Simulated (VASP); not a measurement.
# A vacancy on the Ti site in Ti, part 2 of 3

Aim: the formation energy and local structure of a vacancy on the Ti site in Ti.

VASP 6.6.1; PBEsol; plane waves and PAW (Ti).

So far. Step 2 (Relax the host again, on a new basis): The start already met the threshold, so nothing moved.

**3. The supercell without the defect**

System of this step: Ti. The cell holds 64 atoms: 64 Ti. Its edges and angles: a = 11.552 Å, b = 11.552 Å, c = 9.159 Å, α = 90.0°, β = 90.0°, γ = 120.0°. It derives from Ti.

The same cell, mesh and cutoff without the defect give the energy to subtract and, in a gapped host, the band edges to count from, so that most errors cancel.

The input, INCAR:

```
SYSTEM = Ti
PREC = Normal
ENCUT = 300
EDIFF = 1E-05
NELM = 120
ISMEAR = 1
SIGMA = 0.2
LREAL = Auto
ALGO = Fast
GGA = PS
NBANDS = 176
LASPH = .TRUE.
LORBIT = 11
LWAVE = .FALSE.
LCHARG = .FALSE.
KPAR = 4
NCORE = 2
```

The input, POSCAR:

```
Ti
1.0
   11.5517187976      0.0000000000      0.0000000000
   -5.7758593988     10.0040819364      0.0000000000
    0.0000000000      0.0000000000      9.1594245264
Ti
64
Direct
    0.0000000000      0.0000000000      0.0000000000
    0.0000000000      0.0000000000      0.5000000000
    0.0000000000      0.2500000000      0.0000000000
    0.0000000000      0.2500000000      0.5000000000
    0.0000000000      0.5000000000      0.0000000000
    0.0000000000      0.5000000000      0.5000000000
    0.0000000000      0.7500000000      0.0000000000
    0.0000000000      0.7500000000      0.5000000000
    0.2500000000      0.0000000000      0.0000000000
    0.2500000000      0.0000000000      0.5000000000
    0.2500000000      0.2500000000      0.0000000000
    0.2500000000      0.2500000000      0.5000000000
    0.2500000000      0.5000000000      0.0000000000
    0.2500000000      0.5000000000      0.5000000000
    0.2500000000      0.7500000000      0.0000000000
    0.2500000000      0.7500000000      0.5000000000
    0.5000000000      0.0000000000      0.0000000000
    0.5000000000      0.0000000000      0.5000000000
    0.5000000000      0.2500000000      0.0000000000
    0.5000000000      0.2500000000      0.5000000000
    0.5000000000      0.5000000000      0.0000000000
    0.5000000000      0.5000000000      0.5000000000
    0.5000000000      0.7500000000      0.0000000000
    0.5000000000      0.7500000000      0.5000000000
    0.7500000000      0.0000000000      0.0000000000
    0.7500000000      0.0000000000      0.5000000000
    0.7500000000      0.2500000000      0.0000000000
    0.7500000000      0.2500000000      0.5000000000
    0.7500000000      0.5000000000      0.0000000000
    0.7500000000      0.5000000000      0.5000000000
    0.7500000000      0.7500000000      0.0000000000
    0.7500000000      0.7500000000      0.5000000000
    0.0833333333      0.1666666667      0.2500000000
    0.0833333333      0.1666666667      0.7500000000
    0.0833333333      0.4166666667      0.2500000000
    0.0833333333      0.4166666667      0.7500000000
    0.0833333333      0.6666666667      0.2500000000
    0.0833333333      0.6666666667      0.7500000000
    0.0833333333      0.9166666667      0.2500000000
    0.0833333333      0.9166666667      0.7500000000
    0.3333333333      0.1666666667      0.2500000000
    0.3333333333      0.1666666667      0.7500000000
    0.3333333333      0.4166666667      0.2500000000
    0.3333333333      0.4166666667      0.7500000000
    0.3333333333      0.6666666667      0.2500000000
    0.3333333333      0.6666666667      0.7500000000
    0.3333333333      0.9166666667      0.2500000000
    0.3333333333      0.9166666667      0.7500000000
    0.5833333333      0.1666666667      0.2500000000
    0.5833333333      0.1666666667      0.7500000000
    0.5833333333      0.4166666667      0.2500000000
    0.5833333333      0.4166666667      0.7500000000
    0.5833333333      0.6666666667      0.2500000000
    0.5833333333      0.6666666667      0.7500000000
    0.5833333333      0.9166666667      0.2500000000
    0.5833333333      0.9166666667      0.7500000000
    0.8333333333      0.1666666667      0.2500000000
    0.8333333333      0.1666666667      0.7500000000
    0.8333333333      0.4166666667      0.2500000000
    0.8333333333      0.4166666667      0.7500000000
    0.8333333333      0.6666666667      0.2500000000
    0.8333333333      0.6666666667      0.7500000000
    0.8333333333      0.9166666667      0.2500000000
    0.8333333333      0.9166666667      0.7500000000
```

The input, KPOINTS:

```
Automatic mesh
0
Gamma
4 4 4
0 0 0
```

The projector-augmented-wave data sets are Ti (PBE family, release 64).

Started as:

```bash
$ mpirun -np 8 vasp_std
```

Output:

```text
[banner, memory and clock lines left out]
running    8 mpi-ranks, on    1 nodes
 distrk:  each k-point on    2 cores,    4 groups
 distr:  one band on    2 cores,    1 groups

 POSCAR found type information on POSCAR Ti
 POSCAR found :  1 types and      64 ions
 [... a notice as in an earlier step ...]

 LDA part: xc-table for (Slater+PW92), standard interpolation
 POSCAR, INCAR and KPOINTS ok, starting setup
 FFT: planning ... GRIDC
 FFT: planning ... GRID_SOFT
 FFT: planning ... GRID
 WAVECAR not read
 entering main loop
       N       E                     dE             d eps       ncg     rms          rms(c)
DAV:   1     0.744916166257E+03    0.74492E+03   -0.56644E+04  4272   0.822E+02
DAV:   2    -0.426909599282E+03   -0.11718E+04   -0.11240E+04  4224   0.225E+02
DAV:   3    -0.589263107650E+03   -0.16235E+03   -0.15096E+03  6400   0.722E+01
DAV:   4    -0.600894891468E+03   -0.11632E+02   -0.11316E+02  6272   0.212E+01
DAV:   5    -0.601235354371E+03   -0.34046E+00   -0.33416E+00  6184   0.262E+00    0.957E+01
RMM:   6    -0.537969658089E+03    0.63266E+02   -0.11270E+02  4224   0.332E+01    0.270E+01
RMM:   7    -0.529453977113E+03    0.85157E+01   -0.57766E+01  4274   0.164E+01    0.491E+00
RMM:   8    -0.529768129613E+03   -0.31415E+00   -0.94926E+00  4572   0.847E+00    0.477E+00
RMM:   9    -0.530143103925E+03   -0.37497E+00   -0.53461E+00  4990   0.454E+00    0.382E+00
RMM:  10    -0.530025038535E+03    0.11807E+00   -0.17352E+00  4643   0.413E+00    0.706E-01
RMM:  11    -0.530090592155E+03   -0.65554E-01   -0.65266E-01  5545   0.779E-01    0.124E-01
RMM:  12    -0.530100385159E+03   -0.97930E-02   -0.98501E-02  6359   0.370E-01    0.110E-01
RMM:  13    -0.530101125569E+03   -0.74041E-03   -0.14531E-02  5799   0.163E-01    0.164E-02
RMM:  14    -0.530101598791E+03   -0.47322E-03   -0.48646E-03  6211   0.849E-02    0.821E-02
RMM:  15    -0.530101559857E+03    0.38934E-04   -0.41926E-04  5565   0.470E-02    0.157E-02
RMM:  16    -0.530101579422E+03   -0.19565E-04   -0.17662E-04  5621   0.148E-02    0.956E-03
RMM:  17    -0.530101576357E+03    0.30651E-05    0.27983E-05  3881   0.641E-03
   1 F= -.53010158E+03 E0= -.53014351E+03  d E =0.125792E+00
```

The job ended after 1.7 min (8 MPI ranks of Intel Xeon 6975P-C (Granite Rapids), shared host; peak memory 3.5 GiB; 11 min of CPU time).

From OUTCAR (step 3):

```text
  LATTYP: Found a hexagonal cell.
 ALAT       =    11.5517187976
 C/A-ratio  =     0.7929057733

 Found     12 irreducible k-points:

   k-points           NKPTS =     12   k-points in BZ     NKDIM =     12   number of bands    NBANDS=    176

   dimension x,y,z NGX =    50 NGY =   50 NGZ =   40
   dimension x,y,z NGXF=   100 NGYF=  100 NGZF=   80

   ENCUT  =  300.0 eV  22.05 Ry    4.70 a.u.  16.31 16.31 12.94*2*pi/ulx,y,z

   NELECT =     256.0000    total number of electrons

 E-fermi :   3.2450

 k-point     1 :       0.0000    0.0000    0.0000
  band No.  band energies     occupation
    ...
    132       3.1092      1.90489
    133       3.1092      1.90489
    134       3.1092      1.90482
    135       3.1092      1.90482
    136       3.1092      1.90482
    137       3.3095      0.48458
    138       3.3095      0.48457
    139       3.3746      0.11934
    140       3.3746      0.11934
    141       3.3746      0.11934
    ...

 k-point     2 :       0.2500    0.0000    0.0000
  band No.  band energies     occupation
    ...
    134       3.2579      0.89181
    135       3.2746      0.75243
    136       3.2747      0.75227
    137       3.2747      0.75223
    138       3.2747      0.75220
    139       3.3682      0.14585
    140       3.3682      0.14585
    141       3.4326     -0.03488
    142       3.4327     -0.03491
    143       3.4807     -0.07021
    ...

  Total        0.2356667      0.2356667     -1.8942107      0.0000000     -0.0000000      0.0000000
  in kB        0.3567112      0.3567112     -2.8671263      0.0000000     -0.0000000      0.0000000
  external PRESSURE =      -0.7179013 kB  Pullay stress =       0.0000000 kB

  energy-cutoff  :      300.00
  volume of cell :     1058.50
      direct lattice vectors                 reciprocal lattice vectors
    11.551718798  0.000000000  0.000000000     0.086567204  0.049979599  0.000000000
    -5.775859399 10.004081936  0.000000000     0.000000000  0.099959197  0.000000000
     0.000000000  0.000000000  9.159424526     0.000000000  0.000000000  0.109177165

 POSITION                                       TOTAL-FORCE (eV/Angst)
 -----------------------------------------------------------------------------------
      0.00000      0.00000      0.00000        -0.000000     -0.000000     -0.000000
      0.00000      0.00000      4.57971        -0.000000      0.000000     -0.000000
     -1.44396      2.50102      0.00000        -0.000000     -0.000000      0.000000
     -1.44396      2.50102      4.57971         0.000000      0.000000      0.000000
     -2.88793      5.00204      0.00000         0.000000      0.000000     -0.000000
     -2.88793      5.00204      4.57971         0.000000      0.000000     -0.000000
     -4.33189      7.50306      0.00000        -0.000000     -0.000000      0.000000
     -4.33189      7.50306      4.57971         0.000000     -0.000000     -0.000000
      2.88793      0.00000      0.00000        -0.000000     -0.000000     -0.000000
      2.88793      0.00000      4.57971        -0.000000     -0.000000     -0.000000
      1.44396      2.50102      0.00000         0.000000     -0.000000      0.000000
      1.44396      2.50102      4.57971         0.000000      0.000000      0.000000
      0.00000      5.00204      0.00000         0.000000      0.000000     -0.000000
      0.00000      5.00204      4.57971         0.000000      0.000000     -0.000000
     -1.44396      7.50306      0.00000         0.000000     -0.000000     -0.000000
     -1.44396      7.50306      4.57971         0.000000     -0.000000     -0.000000
      5.77586      0.00000      0.00000        -0.000000     -0.000000     -0.000000
      5.77586      0.00000      4.57971        -0.000000     -0.000000     -0.000000
      4.33189      2.50102      0.00000         0.000000     -0.000000      0.000000
      4.33189      2.50102      4.57971         0.000000      0.000000      0.000000
      2.88793      5.00204      0.00000         0.000000      0.000000     -0.000000
      2.88793      5.00204      4.57971         0.000000      0.000000     -0.000000
      1.44396      7.50306      0.00000        -0.000000     -0.000000     -0.000000
      1.44396      7.50306      4.57971        -0.000000     -0.000000     -0.000000
      8.66379      0.00000      0.00000        -0.000000     -0.000000     -0.000000
      8.66379      0.00000      4.57971        -0.000000     -0.000000     -0.000000
      7.21982      2.50102      0.00000         0.000000     -0.000000      0.000000
      7.21982      2.50102      4.57971        -0.000000      0.000000      0.000000
      5.77586      5.00204      0.00000         0.000000      0.000000      0.000000
      5.77586      5.00204      4.57971         0.000000      0.000000     -0.000000
      4.33189      7.50306      0.00000        -0.000000     -0.000000     -0.000000
      4.33189      7.50306      4.57971        -0.000000     -0.000000     -0.000000
     -0.00000      1.66735      2.28986        -0.000000     -0.000000      0.000000
     -0.00000      1.66735      6.86957         0.000000      0.000000      0.000000
     -1.44396      4.16837      2.28986        -0.000000     -0.000000      0.000000
     -1.44396      4.16837      6.86957         0.000000      0.000000      0.000000
     -2.88793      6.66939      2.28986        -0.000000     -0.000000      0.000000
     -2.88793      6.66939      6.86957        -0.000000      0.000000     -0.000000
[...]
-----------------------------------------------------------------------------------
    total drift:                                0.000007     -0.000004     -0.000000

  FREE ENERGIE OF THE ION-ELECTRON SYSTEM (eV)
  ---------------------------------------------------
  free  energy   TOTEN  =      -530.1015763569 eV

  energy  without entropy=     -530.2273686522  energy(sigma->0) =     -530.14350712

 total charge
# of ion       s       p       d       tot
------------------------------------------
    1        0.573   0.616   2.432   3.620
    2        0.573   0.616   2.432   3.620
    3        0.573   0.616   2.432   3.620
    4        0.573   0.616   2.432   3.620
    5        0.573   0.616   2.432   3.620
    6        0.573   0.616   2.432   3.620
    7        0.573   0.616   2.432   3.620
    8        0.573   0.616   2.432   3.620
    9        0.573   0.616   2.432   3.620
   10        0.573   0.616   2.432   3.620
   11        0.573   0.616   2.432   3.620
   12        0.573   0.616   2.432   3.620
   13        0.573   0.616   2.432   3.620
   14        0.573   0.616   2.432   3.620
   15        0.573   0.616   2.432   3.620
   16        0.573   0.616   2.432   3.620
   17        0.573   0.616   2.432   3.620
   18        0.573   0.616   2.432   3.620
   19        0.573   0.616   2.432   3.620
   20        0.573   0.616   2.432   3.620
   21        0.573   0.616   2.432   3.620
   22        0.573   0.616   2.432   3.620
   23        0.573   0.616   2.432   3.620
   24        0.573   0.616   2.432   3.620
   25        0.573   0.616   2.432   3.620
   26        0.573   0.616   2.432   3.620
   27        0.573   0.616   2.432   3.620
   28        0.573   0.616   2.432   3.620
   29        0.573   0.616   2.432   3.620
   30        0.573   0.616   2.432   3.620
   31        0.573   0.616   2.432   3.620
   32        0.573   0.616   2.432   3.620
   33        0.573   0.616   2.432   3.620
   34        0.573   0.616   2.432   3.620
   35        0.573   0.616   2.432   3.620
   36        0.573   0.616   2.432   3.620
   37        0.573   0.616   2.432   3.620
[...]
--------------------------------------------------
tot         36.642  39.425 155.635 231.702

[... 2 parts as in an earlier step ...]

[... 7 further parts left out ...]
```

Numbers from this step:

```yaml
electronic_cycles: 17
electrons: 256
free_energy_toten: -530.1016 eV
energy_at_zero_smearing: -530.1435 eV
fermi_energy: 3.245 eV
```

The host is treated as a metal, as its relaxation found a gap under 0.3 eV or none, and only the neutral defect is run.

[end of part 2 of 3]

[Lines on the potential files, build, host, timing and source positions are cut from VASP's logs without a mark.]

[Logs are printed without paths, hosts, clocks, repeated set-up lines and the standing remarks that a program may print on its own settings, such as how far it seeks lower states.]

[Hosts, paths, dates, database ids (printed as entryN), source tags and the programs' standing remarks are cut or masked in the printed files.]

[In band tables of VASP the shares of atoms and orbitals are scaled to a sum of 1 inside the atoms' spheres.]

[Runs that stopped without an error message from VASP are left out.]
